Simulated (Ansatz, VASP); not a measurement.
## Sb (Antimony) in two plane-wave programs

One calculation is typed for both programs; each brings its own data sets. How far apart do they land? The structure shown is the start of the Ansatz relaxation below; VASP solves that cell, so the two are compared at the walk's first step.

Main program and level: Ansatz 0.2.0; plane waves, with VASP 6.6.1 beside it; single point at PBEsol.

## Step 1: Starting point

It takes space group R-3m (No. 166, trigonal). Conventional cell: a = 4.150 Å, b = 4.150 Å, c = 11.458 Å, α = 90.00°, β = 90.00°, γ = 120.00°. Sb has 3 Sb at 2.88 Å nearest.

## Step 2: Ansatz: relaxation, PBEsol

Ansatz runs on its PAW soft_1 files.

The two programs are compared at the cell with which this relaxation starts, whose forces are those of its first step.

input.yaml

```yaml
crystal:
  lattice:
    - [2.0750549996, 1.1980335626, 3.8194254829]
    - [-2.0750549996, 1.1980335626, 3.8194254829]
    - [0.0, -2.3960671253, 3.8194254829]
  atoms:
    - { symbol: Sb, position: [0.236565195, 0.236565195, 0.236565195] }
    - { symbol: Sb, position: [0.763434805, 0.763434805, 0.763434805] }
  conventional_axes: [[1, -1, 0], [0, 1, -1], [1, 1, 1]]
kpoints:
  mp_grid: { grid: [12, 12, 12] }
hamiltonian:
  xc: pbesol
  pseudopotentials: { kind: paw, azcp: { folder: soft_1 }, xc_functional: pbe }
scf:
  occupations: { method: methfessel_paxton, width: 0.2 }
output:
  forces: true
  stress: true
  eigenvalues: true
relax:
  adjacent_minimum: "off"
  f_tol: 0.001
  max_steps: 60
  cell: { stress_tol: 0.01, fix: [a, b, gamma] }
```

Started as:

```bash
> ansatz run input.yaml --threads 4 --pin off --max-ram 10240MiB --backend cpu --events-out ev --progress --plain --runs-dir out
```

Numbers of over 12 decimals in the logs are rounded to 6 here.

Log:

```text
Engine: ansatz 0.2.0, x86_64-unknown-linux-gnu
Pseudopotentials: kind: paw
Pseudopotential: Sb, paw, valence charge 15, recommended cutoff 420 eV (normal), soft_1/Sb.paw.azcp
Functional definition: PBEsol
  exchange = pbesol_x
  correlation = pbesol_c
Crystal: 2 atoms, lattice volume = 56.970 Å³
Basis set: ecut = 420 eV, 1129 PW (Γ), exchange–correlation on 64×64×64 points (8 copies of the dense FFT grid, shifted against one another)
Bands: 19, of which v1, the nominal top of the filled ones, is band 15 counted from 1 (14 counted from 0)
Symmetry: 12 space group operations
Space group: R-3m (ITA 166), of the structure as read, at distance tolerance 3.8e-5 Å
k-points: 189 of 1728
Non-local potential: Sb, projectors of the file, l = 0: 2, l = 1: 2, l = 2: 2, l = 3: 1
PAW form: soft (Blöchl's): semilocal exchange-correlation on the pseudo side does not see the compensation charge
PAW frozen core: Sb, regenerated for the run's functional, and the local potential with it (the file was generated under x = pbe(κ = 0.804, μ = 0.219515), c = pbe(β = 0.066725))
PAW one-centre angular grid: Sb, 590 points (default); XC on 64 Gauss nodes
Initial density: superposition of atomic densities (chi_scale 0.1, normalization cell)
Initial wavefunctions: pseudopotential atomic-orbital guess
Functional: x = pbesol(κ = 0.804, μ = 0.123457), c = pbesol(β = 0.046)
SCF iter   1: F=—  HF=-12816.286605 eV  |F-HF|=—  |Δ(HF+E_count)|=         —  Δρ=1.54e-2  dr2=1.02e-1  ethr=3.10e-3  ⟨swp⟩=5.9  Hψ=18775  notcnv=0
preconditioner: auto → Kerker (q_TF=auto, 2.452 Å⁻¹)  [metal: Δε(μ)=0.019 eV  Ē_g=8.905 eV  σ=0.200 eV  W_gap=0.08  n_scr=14 (ndim 8)  ℏωp=15.6 eV  f_vac=0.000  D(μ)=0.53/eV (n_scr^D=0)]
SCF iter   2: F=—  HF=-12816.279813 eV  |F-HF|=—  |Δ(HF+E_count)|=   6.79e-3  S|Δr|=    0.00e0  Δρ=1.00e-2  dr2=4.54e-2  ethr=3.40e-4  ⟨swp⟩=1.0  Hψ=5103  notcnv=0
SCF iter   3: F=—  HF=-12816.275438 eV  |F-HF|=—  |Δ(HF+E_count)|=   4.38e-3  S|Δr|=    0.00e0  Δρ=1.22e-3  dr2=1.26e-3  ethr=1.51e-4  ⟨swp⟩=2.0  Hψ=6397  notcnv=0
SCF iter   4: F=—  HF=-12816.275543 eV  |F-HF|=—  |Δ(HF+E_count)|=   1.05e-4  S|Δr|=    0.00e0  Δρ=6.70e-4  dr2=2.01e-4  ethr=4.20e-6  ⟨swp⟩=2.0  Hψ=6428  notcnv=0
SCF iter   5: F=—  HF=-12816.275406 eV  |F-HF|=—  |Δ(HF+E_count)|=   1.37e-4  S|Δr|=    0.00e0  Δρ=2.44e-4  dr2=5.30e-5  ethr=6.70e-7  ⟨swp⟩=2.0  Hψ=6417  notcnv=0
SCF iter   6: F=—  HF=-12816.275420 eV  |F-HF|=—  |Δ(HF+E_count)|=   1.40e-5  S|Δr|=    0.00e0  Δρ=4.96e-5  dr2=2.22e-6  ethr=1.77e-7  ⟨swp⟩=2.0  Hψ=4342  notcnv=0
SCF iter   7: F=-12816.275420 eV  HF=-12816.275420 eV  |F-HF|=1.46e-9  |Δ(HF+E_count)|=   3.81e-7  S|Δr|=    0.00e0  Δρ=8.03e-6  dr2=3.93e-8  ethr=3.33e-10  ⟨swp⟩=4.8  Hψ=19306  notcnv=0
SCF 1 converged in 7 iterations: F = -12816.275420 eV  dr2 = 3.93e-8
  greatest PAW one-centre occupation: 0.996 electrons in one spin orbital (limit 2), on the Sb atom at site 1 (counted from 0), in its partial waves of l = 2
relax step   1: F+E_penalty+E_count = -12816.27542031 eV  Δ(F+E_penalty+E_count) = +0.000e0 eV  max|allowed force component| = 1.167e-1 eV/Å  Δτ_max = 0.0000 Å  P = +2.959 GPa  Ω = 56.970 Å³  fix = [a, b, gamma]  reactions: a +3.827, b +3.827 GPa  (7 SCF iters, dr2 threshold 1.00e-7 eV, accepted)
[...]
relax step   3: F+E_penalty+E_count = -12816.27868288 eV  Δ(F+E_penalty+E_count) = -1.456e-3 eV  max|allowed force component| = 1.714e-2 eV/Å  Δτ_max = 0.0079 Å  P = +1.926 GPa  Ω = 57.601 Å³  energy of the carried Pulay correction = -6.978e-5 eV  fix = [a, b, gamma]  reactions: a +2.856, b +2.856 GPa  (4 SCF iters, dr2 threshold 2.00e-7 eV, accepted)
[...]
relax step   4: F+E_penalty+E_count = -12816.27873967 eV  Δ(F+E_penalty+E_count) = -5.679e-5 eV  max|allowed force component| = 1.362e-2 eV/Å  Δτ_max = 0.0015 Å  P = +1.887 GPa  Ω = 57.675 Å³  energy of the carried Pulay correction = -7.792e-5 eV  fix = [a, b, gamma]  reactions: a +2.822, b +2.822 GPa  (4 SCF iters, dr2 threshold 1.84e-8 eV, accepted)
[...]
relax step   5: F+E_penalty+E_count = -12816.27877648 eV  Δ(F+E_penalty+E_count) = -3.681e-5 eV  max|allowed force component| = 8.823e-4 eV/Å  Δτ_max = 0.0027 Å  P = +1.885 GPa  Ω = 57.752 Å³  energy of the carried Pulay correction = -8.639e-5 eV  fix = [a, b, gamma]  reactions: a +2.825, b +2.825 GPa  (4 SCF iters, dr2 threshold 1.16e-8 eV, accepted)
[...]
relax step   6: F+E_penalty+E_count = -12816.27886566 eV  Δ(F+E_penalty+E_count) = -8.918e-5 eV  max|allowed force component| = 9.397e-4 eV/Å  Δτ_max = 0.0000 Å  P = +1.885 GPa  Ω = 57.752 Å³  fix = [a, b, gamma]  reactions: a +2.824, b +2.824 GPa  stress off target by 7.26e-3 GPa on what of the cell is left free  SCF on the basis re-selected at this cell (its energy is not comparable with the rows above)  (7 SCF iters)
basis re-selected at this cell: Δ(F+E_penalty+E_count) = -8.918e-5 eV, ΔP = -0.000 GPa vs the last step (what re-selecting the basis moved, of the pressure what is left beyond the Pulay correction that the steps carried, after the strain that the cell walked since its last selection, with what the two solves' SCF thresholds leave and, on support functions, any second-order correction that the steps lacked; it is no m [...]
SCF converged after 7 iterations
Stability not checked: this state was not tested for a lower state beside it, because cold or Methfessel-Paxton smearing, or corrected tetrahedra, fill the levels in a way that the test cannot read (fill_not_monotonic; see scf.lower_state_search)
Free energy (F): -12816.278866 eV
Harris-Foulkes:  -12816.278866 eV  (|F-HF|=5.46e-12)
Internal energy: -12816.278296 eV  (E = F + TS)
E sigma→0 (E₀):  -12816.278723 eV
Entropy (-TS):   -0.000570 eV (-0.285 meV/atom)
Fermi energy:    10.728270 eV
--- Per-component energies (eV) ---
  E_band       = -315.891994
  E_kinetic    = 327.184335
  E_local      = -3088.470266  (includes V_loc(G=0)·N_el)
  E_nonlocal   = 782.792181
  E_hartree    = 1279.614614
  E_xc         = -197.158544
  E_vxc        = -182.536122  (∫ρ·V_xc dr)
  E_paw        = -8935.189781  (= ΣΔE_a)
  E_vpaw       = -714.091618  (= ΣTr[D̂ρ^β])
  E_aug_tail   = 0.000270  (compensation charges beyond the density's cutoff)
  E_ewald      = -2985.714814
  E_core_change = 0.663710  (= ΣΔE_core)
  E_smearing   = -0.000570  (= −TS)
  E_closure    = 0.000000  (closes the sum)
  Σ components = -12816.278866   (vs F -12816.278866, Δ=0.00e0)
--- Forces (eV/Å), atoms counted from 1 ---
  atom   1  Sb     0.00000000     0.00000000    -0.00093973
  atom   2  Sb    -0.00000000    -0.00000000     0.00093973
  max |Σ_I F_I| component: 1.85e-17 eV/Å
--- Stress (GPa, compression-positive) ---
        2.824285       0.000000      -0.000000
        0.000000       2.824285       0.000000
       -0.000000       0.000000       0.007257
  P = ⅓ Tr σ = 1.8853 GPa (18.853 kbar)
--- Band table (eV; the first three rows and the last of 189) ---
  k-point 0: bands = [... 11 lower, 6.0450, 8.0601, 9.3796, 9.3796, 13.2957, 13.6949, 13.6949, 15.7938]
  k-point 1: bands = [... 11 lower, 5.7186, 8.1620, 9.3491, 9.3546, 13.3156, 13.4075, 13.4594, 15.5402]
  k-point 2: bands = [... 11 lower, 4.9229, 8.2958, 9.2764, 9.4098, 12.7271, 12.8912, 12.9960, 15.4472]
  k-point 188: bands = [... 11 lower, 1.2992, 9.9730, 9.9730, 11.1136, 11.1868, 11.1868, 12.2735, 17.7678]
--- Relaxed structure (5 steps of the walk, 5 accepted, 1 SCFs on fresh bases) ---
  F+E_penalty+E_count = -12816.27886566 eV   max|allowed force component| = 9.397e-4 eV/Å   (the final SCF, on the basis selected at the relaxed cell)
  cell:  # Å, volume = 57.7525 Å³
    - [2.075055, 1.198034, 3.871871]
    - [-2.075055, 1.198034, 3.871871]
    - [0, -2.396067, 3.871871]
  atoms:
    - { symbol: Sb, position: [0.236913, 0.236913, 0.236913] }
    - { symbol: Sb, position: [0.763087, 0.763087, 0.763087] }
```

In the SCF lines HF is the Harris–Foulkes energy and dr2 the Hartree energy of the density residual, in eV; the loop may stop once dr2 is under the threshold and the program's other checks hold. Hψ counts applications of the Hamiltonian.

## Step 3: VASP: single point, PBEsol, start cell, pair 1

The same cell, functional, mesh and smearing now go to VASP, with its own data sets.

Lines of VASP's logs that name or quote its potential files are left out, and so is its time.

INCAR

```
SYSTEM = Sb
PREC = Accurate
ENCUT = 400
EDIFF = 1E-06
NELM = 120
ISMEAR = 1
SIGMA = 0.2
LREAL = .FALSE.
ALGO = Normal
GGA = PS
NBANDS = 11
LORBIT = 11
LWAVE = .FALSE.
LCHARG = .FALSE.
ISIF = 2
LASPH = .TRUE.
GGA_COMPAT = .FALSE.
KPAR = 2
```

POSCAR

```
Sb
1.0
    2.0750550000      1.1980340000      3.8194250000
   -2.0750550000      1.1980340000      3.8194250000
    0.0000000000     -2.3960670000      3.8194250000
Sb
2
Direct
    0.2365650475      0.2365650474      0.2365651462
    0.7634347552      0.7634347551      0.7634348538
```

KPOINTS

```
Automatic mesh
0
Gamma
12 12 12
0 0 0
```

Potentials, in the order of the species: Sb (PBE family, release 64).

Started as:

```bash
> mpirun -np 2 vasp_std
```

Log:

```text
[banner, memory and clock lines left out]
running    2 mpi-ranks, on    1 nodes
 distrk:  each k-point on    1 cores,    2 groups
 distr:  one band on    1 cores,    1 groups

 POSCAR found type information on POSCAR Sb
 POSCAR found :  1 types and       2 ions
|                                                                             |
|               ----> ADVICE to this user running VASP <----                  |
|                                                                             |
|     You enforced a specific xc type in the INCAR file but a different       |
|     [... a line on the potential file left out ...]
|     I HOPE YOU KNOW WHAT YOU ARE DOING!                                     |
|                                                                             |

 LDA part: xc-table for (Slater+PW92), standard interpolation
 POSCAR, INCAR and KPOINTS ok, starting setup
 FFT: planning ... GRIDC
 FFT: planning ... GRID_SOFT
 FFT: planning ... GRID
 WAVECAR not read
 entering main loop
       N       E                     dE             d eps       ncg     rms          rms(c)
DAV:   1     0.288288480651E+02    0.28829E+02   -0.31262E+03  4158   0.581E+02
DAV:   2    -0.756959530785E+01   -0.36398E+02   -0.35167E+02  5496   0.105E+02
DAV:   3    -0.906766405545E+01   -0.14981E+01   -0.14807E+01  5027   0.239E+01
DAV:   4    -0.907990972861E+01   -0.12246E-01   -0.12243E-01  4732   0.260E+00
DAV:   5    -0.908004824737E+01   -0.13852E-03   -0.13852E-03  4859   0.301E-01    0.312E+00
DAV:   6    -0.906905159459E+01    0.10997E-01   -0.22415E-03  4722   0.283E-01    0.188E+00
DAV:   7    -0.906246236645E+01    0.65892E-02   -0.55873E-03  4617   0.444E-01    0.493E-02
DAV:   8    -0.906249628380E+01   -0.33917E-04   -0.13779E-04  4638   0.830E-02    0.128E-02
DAV:   9    -0.906250103598E+01   -0.47522E-05   -0.72083E-06  4818   0.182E-02    0.563E-03
DAV:  10    -0.906250053707E+01    0.49890E-06   -0.48244E-07  2861   0.426E-03
   1 F= -.90625005E+01 E0= -.90624787E+01  d E =-.656544E-04
```

Parts of OUTCAR (step 3):

```text
ion  position               nearest neighbor table
   1  0.237  0.237  0.237-   2 2.88   2 2.88   2 2.88   2 3.26   2 3.26   2 3.26
   2  0.763  0.763  0.763-   1 2.88   1 2.88   1 2.88   1 3.26   1 3.26   1 3.26

  LATTYP: Found a trigonal (rhomboedric) cell.
 ALAT       =     4.5087854294
 COS(alpha) =     0.5763861426

 Subroutine GETGRP returns: Found 12 space group operations
 (whereof 12 operations were pure point group operations)

The static configuration has the point symmetry D_3d.

 Found    189 irreducible k-points:

   k-points           NKPTS =    189   k-points in BZ     NKDIM =    189   number of bands    NBANDS=     11

   dimension x,y,z NGX =    30 NGY =   30 NGZ =   30
   dimension x,y,z NGXF=    60 NGYF=   60 NGZF=   60

   ENCUT  =  400.0 eV  29.40 Ry    5.42 a.u.   7.35  7.35  7.35*2*pi/ulx,y,z

   NELECT =      10.0000    total number of electrons

 k-points in reciprocal lattice and weights: Automatic mesh
   0.00000000  0.00000000  0.00000000       0.001
   0.08333333 -0.00000000  0.00000000       0.003
   0.16666667  0.00000000  0.00000000       0.003
   0.25000000 -0.00000000 -0.00000000       0.003
   0.33333333 -0.00000000  0.00000000       0.003
   0.41666667 -0.00000000  0.00000000       0.003
   0.50000000 -0.00000000 -0.00000000       0.002
   0.08333333  0.08333333  0.00000000       0.003
   0.16666667  0.08333333 -0.00000000       0.007
[...]
-0.41666667  0.50000000  0.41666667       0.003
   0.50000000  0.50000000  0.50000000       0.001

 average (electrostatic) potential at core
       1 -84.9824       2 -84.9824

 E-fermi :   7.7866

 k-point     1 :       0.0000    0.0000    0.0000
  band No.  band energies     occupation
      1      -5.2793      2.00000
      2       3.2316      2.00000
      3       5.1561      2.00000
      4       6.3016      2.00000
      5       6.3016      2.00000
      6      10.2464     -0.00000
      7      10.7360     -0.00000
      8      10.7360     -0.00000
      9      12.8338      0.00000
     10      13.0810      0.00000
    ...

 k-point     2 :       0.0833   -0.0000    0.0000
  band No.  band energies     occupation
      1      -5.1956      2.00000
      2       2.8643      2.00000
      3       5.2531      2.00000
      4       6.2723      2.00000
      5       6.3236      2.00000
      6      10.2684     -0.00000
      7      10.4588     -0.00000
      8      10.5025     -0.00000
      9      12.5272      0.00000
     10      12.7180      0.00000
    ...

 k-point     3 :       0.1667    0.0000    0.0000
  band No.  band energies     occupation
      1      -4.9456      2.00000
      2       1.9991      2.00000
      3       5.3604      2.00000
      4       6.2026      2.00000
      5       6.4641      2.00000
      6       9.8014     -0.00000
      7       9.9316     -0.00000
      8       9.9682     -0.00000
      9      12.4034      0.00000
     10      12.6675      0.00000
    ...

  Total        1.4412860      1.4412863      0.5170710      0.0000000      0.0000000      0.0000000
  in kB       40.5333866     40.5333936     14.5416224      0.0000000      0.0000013      0.0000000
  external PRESSURE =      31.8694675 kB  Pullay stress =       0.0000000 kB

  energy-cutoff  :      400.00
  volume of cell :       56.97
      direct lattice vectors                 reciprocal lattice vectors
     2.075055000  1.198034000  3.819425000     0.240957469  0.139116847  0.087273159
    -2.075055000  1.198034000  3.819425000    -0.240957469  0.139116847  0.087273159
     0.000000000 -2.396067000  3.819425000     0.000000000 -0.278233695  0.087273196

 POSITION                                       TOTAL-FORCE (eV/Angst)
 -----------------------------------------------------------------------------------
      0.00000     -0.00000      2.71063         0.000000      0.000000      0.183493
      0.00000      0.00000      8.74765         0.000000     -0.000000     -0.183493
 -----------------------------------------------------------------------------------
    total drift:                               -0.000000      0.000077      0.000242

  FREE ENERGIE OF THE ION-ELECTRON SYSTEM (eV)
  ---------------------------------------------------
  free  energy   TOTEN  =        -9.0625005371 eV

  energy  without entropy=       -9.0624348827  energy(sigma->0) =       -9.06247865

 total charge
# of ion       s       p       d       tot
------------------------------------------
    1        1.213   1.167   0.041   2.421
    2        1.213   1.167   0.041   2.421
--------------------------------------------------
tot          2.426   2.334   0.082   4.842

[... 3 further parts left out ...]
```

The run ends at a pressure of 3.19 GPa, with forces up to 0.18 eV/Å.

## Step 4: Comparison

Known differences besides the potentials themselves: the data sets hold 30 valence electrons in Ansatz (on its PAW soft_1 files) and 10 in VASP; the cutoff is 420 eV in Ansatz and 400 eV in VASP; Ansatz makes its cores anew for this functional, VASP keeps those of its PBE data sets. Total energies have different zeros and are not compared.

Forces (eV/Å; atoms numbered as in POSCAR):

```csv
atom,"Ansatz x, y, z","VASP x, y, z"
Sb1,"0.000, 0.000, 0.117","0.000, 0.000, 0.183"
Sb2,"0.000, 0.000, -0.117","0.000, 0.000, -0.183"
```

The forces differ by 39 meV/Å r.m.s., which is 36.4 % of the r.m.s. force of 0.106 eV/Å (both taken over all components).

## Step 5: Other set-ups

Further runs change the set-up of one program: Ansatz's method, potentials or start, or VASP's data sets, cutoff or form of LDA. The table gives that difference for each run.

```csv
run,r.m.s. force difference (meV/Å)
as above,39
VASP with the data sets Sb_d_GW,5.4
```

## Step 6: Ansatz: relaxation, PBEsol

The two programs are compared at the cell with which this relaxation starts, whose forces are those of its first step. The cell compared in this pair holds 57.45 Å³, against 56.97 Å³ for the pair before.

The structure compared here is the start of the Ansatz relaxation; VASP solves that cell, so the two are compared at the walk's first step.

input.yaml, the sections that differ from step 2:

```yaml
crystal:
  lattice:
    - [2.0966701559, 1.2105130789, 3.7728342198]
    - [-2.0966701559, 1.2105130789, 3.7728342198]
    - [0.0, -2.4210261578, 3.7728342198]
  atoms:
    - { symbol: Sb, position: [0.236124311, 0.236124311, 0.236124311] }
    - { symbol: Sb, position: [0.763875689, 0.763875689, 0.763875689] }
  conventional_axes: [[1, -1, 0], [0, 1, -1], [1, 1, 1]]
# kpoints, hamiltonian, scf, output, relax: as in step 2
```

Started as:

```bash
> ansatz run input.yaml --threads 4 --pin off --max-ram 10240MiB --backend cpu --events-out ev --progress --plain --runs-dir out
```

Log:

```text
[...]
Crystal: 2 atoms, lattice volume = 57.454 Å³
Basis set: ecut = 420 eV, 1129 PW (Γ), exchange–correlation on 60×60×60 points (8 copies of the dense FFT grid, shifted against one another)
Bands: 19, of which v1, the nominal top of the filled ones, is band 15 counted from 1 (14 counted from 0)
Symmetry: 12 space group operations
[...]
k-points: 189 of 1728
[...]
k-point 188: bands = [... 11 lower, 1.2838, 9.7374, 9.7374, 10.7875, 10.9603, 10.9603, 12.0264, 17.7487]
--- Relaxed structure (5 steps of the walk, 5 accepted, 1 SCFs on fresh bases) ---
[...]
cell:  # Å, volume = 58.1633 Å³
    - [2.096670, 1.210513, 3.819425]
    - [-2.096670, 1.210513, 3.819425]
    - [3.4484461998636303e-18, -2.421026, 3.819425]
  atoms:
    - { symbol: Sb, position: [0.236565, 0.236565, 0.236565] }
    - { symbol: Sb, position: [0.763435, 0.763435, 0.763435] }
[key lines of the parts left out:]
SCF converged after 7 iterations
Free energy (F): -12816.298113 eV
Fermi energy:    10.656455 eV
P = ⅓ Tr σ = 1.5299 GPa (15.299 kbar)
```

(Continued in part 2 of 2.)

[Lines on the potential files, build, host, timing and source positions are cut from VASP's logs without a mark.]

[Logs are printed without paths, hosts, clocks, repeated set-up lines and the standing remarks that a program may print on its own settings, such as how far it seeks lower states.]

[Hosts, paths, dates, database ids (printed as entryN), source tags and the programs' standing remarks are cut or masked in the printed files.]
